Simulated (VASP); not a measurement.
```
NbSn23O48
1.0
    9.64982     0.00000     0.00000
    0.00000     9.64982     0.00000
    0.00000     0.00000     9.71431
Sn O Nb
23 48 1
Cartesian
  0.00000   0.00000   0.00000
  2.41246   2.41246   1.61905
  0.00000   0.00000   3.23810
  2.41246   2.41246   4.85715
  0.00000   0.00000   6.47621
  2.41246   2.41246   8.09525
  0.00000   4.82491   0.00000
  2.41246   7.23737   1.61905
  0.00000   4.82491   3.23810
  2.41246   7.23737   4.85715
  0.00000   4.82491   6.47621
  2.41246   7.23737   8.09525
  4.82491   0.00000   0.00000
  7.23737   2.41246   1.61905
  4.82491   0.00000   3.23810
  7.23737   2.41246   4.85715
  4.82491   0.00000   6.47621
  7.23737   2.41246   8.09525
  4.86352   4.78853   9.69953
  7.23737   7.23737   1.61905
  7.23737   7.23737   4.85715
  4.78215   4.85701   6.48234
  7.23737   7.23737   8.09525
  1.48125   1.48125   0.00000
  3.89370   0.93121   1.61905
  0.93121   3.89370   1.61905
  3.34366   3.34366   0.00000
  1.48125   1.48125   3.23810
  3.89370   0.93121   4.85715
  0.93121   3.89370   4.85715
  3.37653   3.32059   3.20450
  1.48125   1.48125   6.47621
  3.89370   0.93121   8.09525
  0.93121   3.89370   8.09525
  3.34366   3.34366   6.47621
  1.48125   6.30616   0.00000
  3.86903   5.79251   1.63773
  0.93121   8.71862   1.61905
  3.34366   8.16858   0.00000
  1.48125   6.30616   3.23810
  3.93941   5.78528   4.85528
  0.93121   8.71862   4.85715
  3.34366   8.16858   3.23810
  1.48125   6.30616   6.47621
  3.89370   5.75612   8.09525
  0.93121   8.71862   8.09525
  3.34366   8.16858   6.47621
  6.30616   1.48125   0.00000
  8.71862   0.93121   1.61905
  5.79951   3.88889   1.60807
  8.16858   3.34366   0.00000
  6.30616   1.48125   3.23810
  8.71862   0.93121   4.85715
  5.75596   3.87377   4.87935
  8.16858   3.34366   3.23810
  6.30616   1.48125   6.47621
  8.71862   0.93121   8.09525
  5.75612   3.89370   8.09525
  8.16858   3.34366   6.47621
  6.30616   6.30616   0.00000
  8.71862   5.75612   1.61905
  5.75612   8.71862   1.61905
  8.16858   8.16858   0.00000
  6.31244   6.28025   3.22209
  8.71862   5.75612   4.85715
  5.75612   8.71862   4.85715
  8.16858   8.16858   3.23810
  6.30616   6.30616   6.47621
  8.71862   5.75612   8.09525
  5.75612   8.71862   8.09525
  8.16858   8.16858   6.47621
  4.82098   4.84555   3.28481
```
Cell charge +1.

Level of theory: PBE GGA, VASP's PBE PAW potentials (set 64) (plane waves; VASP). Numerical set-up: PREC = Normal, LREAL = Auto, ISYM = 0, NELECT = 392.0, EDIFF = 1E-5, 400 eV cut-off, 1×1×1 Γ-centred mesh, Gaussian smearing of 0.050 eV, potentials Sn O Nb_sv.

At this cut-off the stress carries a Pulay error, which pulls relaxed volumes low. The cell is charged, with a uniform compensating background. The supercell is sampled at Γ alone, which is coarse: total energies, pressure and levels can be off, energies of defects by several tenths of an eV.

Q: The ions are relaxed. Give the cell that the relaxation ends in.

A: 
```
NbSn23O48
1.0
    9.64982     0.00000     0.00000
    0.00000     9.64982     0.00000
    0.00000     0.00000     9.71431
Sn O Nb
23 48 1
Direct
  0.00023   0.99995   0.99962
  0.24956   0.24942   0.16663
  0.00009   0.00013   0.33333
  0.24957   0.24943   0.50006
  0.00001   0.00013   0.66694
  0.25078   0.25065   0.83338
  0.00019   0.49992   0.00012
  0.24880   0.75131   0.16718
  0.00016   0.50005   0.33332
  0.24885   0.75141   0.49965
  0.00024   0.49995   0.66646
  0.24986   0.75016   0.83340
  0.50012   0.99996   0.00015
  0.75150   0.24875   0.16706
  0.50015   0.00005   0.33330
  0.75134   0.24868   0.49965
  0.50008   0.99986   0.66652
  0.75023   0.24985   0.83338
  0.50005   0.50015   0.99927
  0.75078   0.75057   0.16665
  0.75075   0.75060   0.50006
  0.50008   0.50005   0.66765
  0.74949   0.74933   0.83337
  0.15399   0.15401   0.99980
  0.40382   0.09785   0.16711
  0.09815   0.40379   0.16718
  0.34845   0.34813   0.00189
  0.15433   0.15434   0.33333
  0.40383   0.09786   0.49956
  0.09821   0.40387   0.49941
  0.35173   0.35106   0.33343
  0.15401   0.15394   0.66682
  0.40327   0.09699   0.83329
  0.09716   0.40315   0.83332
  0.34799   0.34858   0.66488
  0.15508   0.65193   0.00098
  0.40585   0.59438   0.17510
  0.09619   0.90377   0.16683
  0.34809   0.84502   0.00096
  0.15341   0.65340   0.33345
  0.40604   0.59442   0.49165
  0.09619   0.90391   0.49987
  0.34645   0.84713   0.33338
  0.15545   0.65171   0.66574
  0.40330   0.59682   0.83339
  0.09697   0.90303   0.83321
  0.34817   0.84498   0.66585
  0.65193   0.15511   0.00099
  0.90394   0.09616   0.16667
  0.59460   0.40584   0.17492
  0.84522   0.34806   0.00091
  0.65344   0.15331   0.33328
  0.90383   0.09619   0.49983
  0.59449   0.40568   0.49209
  0.84693   0.34662   0.33338
  0.65206   0.15485   0.66582
  0.90316   0.09692   0.83338
  0.59676   0.40330   0.83342
  0.84516   0.34802   0.66579
  0.65198   0.65181   0.00187
  0.90236   0.59627   0.16710
  0.59631   0.90196   0.16716
  0.84621   0.84618   0.99984
  0.64941   0.64829   0.33344
  0.90236   0.59630   0.49957
  0.59621   0.90192   0.49944
  0.84588   0.84590   0.33335
  0.65188   0.65192   0.66492
  0.90326   0.59684   0.83326
  0.59693   0.90295   0.83337
  0.84618   0.84616   0.66682
  0.50036   0.49986   0.33350
```
Cell charge +1.

Q: How much energy does the relaxation gain?

A: The energy (σ→0) changes by -11.2 meV/atom, in 14 ionic steps.

```csv
step,E(σ→0) (eV),max force (eV/Å),pressure (GPa),volume (Å³)
1,-464.4563,2.763,-7.77,904.59
2,-464.6908,2.546,-7.20,904.59
3,-465.1176,0.831,-7.66,904.59
4,-465.2101,0.370,-7.63,904.59
5,-465.2183,0.320,-7.65,904.59
6,-465.2423,0.190,-7.67,904.59
7,-465.2427,0.230,-7.67,904.59
8,-465.2517,0.102,-7.66,904.59
9,-465.2518,0.101,-7.66,904.59
10,-465.2557,0.062,-7.66,904.59
11,-465.2559,0.088,-7.66,904.59
12,-465.2581,0.063,-7.66,904.59
13,-465.2581,0.067,-7.66,904.59
14,-465.2593,0.029,-7.66,904.59
```

The cell is a supercell with a defect, built from SnO2 (rutile): Nb_Sn, charge +1. The run is not spin-polarised, so no state with unpaired spins was tried.
